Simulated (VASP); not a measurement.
Computed with PBE GGA, VASP's PBE PAW potentials (set 64) (plane waves; VASP 6.6.1).

Input for VASP

**INCAR**
```
! general
SYSTEM = BN
PREC   = Normal
ENCUT  = 500
LREAL  = .False.
LASPH  = .True.

! electronic loop
EDIFF  = 1E-8
NELM   = 100
ALGO   = Normal

! smearing
ISMEAR = 0
SIGMA  = 0.01

! functional
GGA    = PE

! output
LWAVE  = .True.
LCHARG = .False.
```

### POSCAR
```
BN
1
    1.2750000000    -2.2083650000     0.0000000000
    1.2750000000     2.2083650000     0.0000000000
    0.0000000000     0.0000000000     4.2200000000
B N
2 2
Direct
  0.6666670000   0.3333330000   0.5000000000
  0.3333330000   0.6666670000   0.0000000000
  0.6666670000   0.3333330000   0.8750000000
  0.3333330000   0.6666670000   0.3750000000
```

File KPOINTS:
```
kpoints
0
Gamma
 6 6 4
```

POTCAR, in this order: B_GW N_GW_new (PBE.64 set). Program: vasp_std.

The run wrote:

**OSZICAR**
```
       N       E                     dE             d eps       ncg     rms          rms(c)
DAV:   1     0.100346025072E+03    0.10035E+03   -0.84936E+03   504   0.135E+03
DAV:   2    -0.314202911789E+02   -0.13177E+03   -0.11888E+03   780   0.504E+02
DAV:   3    -0.366377556370E+02   -0.52175E+01   -0.51767E+01   716   0.893E+01
DAV:   4    -0.367554899155E+02   -0.11773E+00   -0.11735E+00   788   0.143E+01
DAV:   5    -0.367572382821E+02   -0.17484E-02   -0.17470E-02   692   0.160E+00    0.838E+00
DAV:   6    -0.350212393971E+02    0.17360E+01   -0.46239E+00   828   0.286E+01    0.331E+00
DAV:   7    -0.348690396015E+02    0.15220E+00   -0.19804E-01   664   0.538E+00    0.178E+00
DAV:   8    -0.348368098187E+02    0.32230E-01   -0.70343E-02   724   0.346E+00    0.186E-01
DAV:   9    -0.348373419162E+02   -0.53210E-03   -0.23288E-03   692   0.662E-01    0.302E-02
DAV:  10    -0.348373701957E+02   -0.28279E-04   -0.10125E-04   796   0.142E-01    0.130E-02
DAV:  11    -0.348373794371E+02   -0.92414E-05   -0.12213E-05   660   0.435E-02    0.394E-03
DAV:  12    -0.348373791045E+02    0.33256E-06   -0.74143E-07   748   0.127E-02    0.161E-03
DAV:  13    -0.348373791641E+02   -0.59601E-07   -0.40714E-07   832   0.830E-03    0.151E-03
DAV:  14    -0.348373791444E+02    0.19753E-07   -0.60344E-08   784   0.342E-03    0.117E-03
DAV:  15    -0.348373791425E+02    0.18061E-08   -0.24009E-09   476   0.721E-04
   1 F= -.34837379E+02 E0= -.34837379E+02  d E =-.192651E-19
```

### OUTCAR
```
------------------------ aborting loop because EDIFF is reached ----------------------------------------
  FORCE on cell =-STRESS in cart. coord.  units (eV):
  Direction    XX          YY          ZZ          XY          YZ          ZX
  --------------------------------------------------------------------------------------
  Total        0.2667811      0.2667811      0.1540773     -0.0000000     -0.0000000      0.0000000
  in kB       17.9863106     17.9863142     10.3878523     -0.0000000     -0.0000000      0.0000000
  external PRESSURE =      15.4534924 kB  Pullay stress =       0.0000000 kB
  volume of cell :       23.76
      direct lattice vectors                 reciprocal lattice vectors
     1.275000000 -2.208365000  0.000000000     0.392156863 -0.226411848  0.000000000
     1.275000000  2.208365000  0.000000000     0.392156863  0.226411848  0.000000000
     0.000000000  0.000000000  4.220000000     0.000000000  0.000000000  0.236966825
  FREE ENERGIE OF THE ION-ELECTRON SYSTEM (eV)
  ---------------------------------------------------
  free  energy   TOTEN  =       -34.8373791425 eV

  energy  without entropy=      -34.8373791425  energy(sigma->0) =      -34.83737914
```
(Selected blocks of OUTCAR.)

OUTCAR:
```
 val. band max:        8.7717286978   @ k =   0.0000   0.0000   0.0000

 cond. band min:      13.9945415127   @ k =   0.3333   0.3333   0.0000


 Fermi energy:         8.8315910233

 k-point     1 :       0.0000    0.0000    0.0000
  band No.  band energies     occupation
      1     -11.5639      2.00000
      2      -7.4395      2.00000
      3      -2.0844      2.00000
      4       6.6658      2.00000
      5       6.6659      2.00000
      6       8.5301      2.00000
      7       8.7715      2.00000
      8       8.7717      2.00000
      9      17.1371      0.00000
     10      17.1372      0.00000
     11      17.3172      0.00000
     12      18.2507      0.00000

 k-point     2 :       0.1667    0.0000    0.0000
  band No.  band energies     occupation
      1     -10.9666      2.00000
      2      -6.9939      2.00000
      3      -1.4927      2.00000
      4       4.3167      2.00000
      5       5.7246      2.00000
      6       6.7867      2.00000
      7       7.9354      2.00000
      8       8.1811      2.00000
      9      16.4776      0.00000
     10      17.9512      0.00000
     11      18.1637      0.00000
     12      19.6122      0.00000

 k-point     3 :       0.3333   -0.0000    0.0000
  band No.  band energies     occupation
      1      -9.2780      2.00000
      2      -6.0428      2.00000
      3       0.1460      2.00000
      4       0.6061      2.00000
      5       3.2626      2.00000
      6       4.3629      2.00000
      7       6.1743      2.00000
      8       7.1230      2.00000
      9      15.7345      0.00000
     10      17.6076      0.00000
     11      19.2555      0.00000
     12      20.1795      0.00000

 k-point     4 :       0.5000    0.0000    0.0000
  band No.  band energies     occupation
      1      -7.4935      2.00000
      2      -6.2155      2.00000
      3      -0.6752      2.00000
      4       0.9982      2.00000
      5       1.9062      2.00000
      6       3.8195      2.00000
...
```

The compound is BN in the wurtzite structure, a metastable high-pressure form. The cell was not relaxed at this level. The k-mesh is coarse (spacing up to 0.47 per Å, 2π included), so the numbers may not be converged in it.
